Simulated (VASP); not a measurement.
**Ir (space group Fm-3m): computed properties**

The numbers are results of LDA (Ceperley-Alder, Perdew-Zunger), VASP's LDA PAW potentials (set 64) (plane waves; VASP), not measurements.

```
Item                                                                  Result
----------------------------------  ----------------------------------------
space group                                                      Fm-3m (225)
cell                                a = b = c = 3.8191 Å, α = β = γ = 90.00°
volume per atom                                                13.93 Å³/atom
band gap (over mesh and band path)  none (metal, semimetal or under 0.01 eV)
Hill bulk modulus                                                    405 GPa
Hill shear modulus                                                 2450 kbar
Poisson's ratio                                                        0.249
band gap with spin-orbit coupling                            none (metallic)
density                                                          22.92 g/cm³
C11                                                                  676 GPa
C12                                                                  270 GPa
C44                                                                  277 GPa
```

```yaml
crystal:
  lattice:
    - [0.00000, 1.90955, 1.90955]
    - [1.90955, 0.00000, 1.90955]
    - [1.90955, 1.90955, 0.00000]
  atoms:
    - { symbol: Ir, position: [0.00000, 0.00000, 0.00000] }
```

Finite-difference elastic constants of metals are sensitive to mesh and smearing; shear constants can be off by tens of GPa. Unless said otherwise, spin-orbit coupling is left out, though it shifts the bands of the heavy elements here.

The structure comes from a computed database's Ir entry (Fm-3m); how it stands against other phases isn't given here. It was relaxed first. Symmetry was kept, so distortions that lower it aren't found.
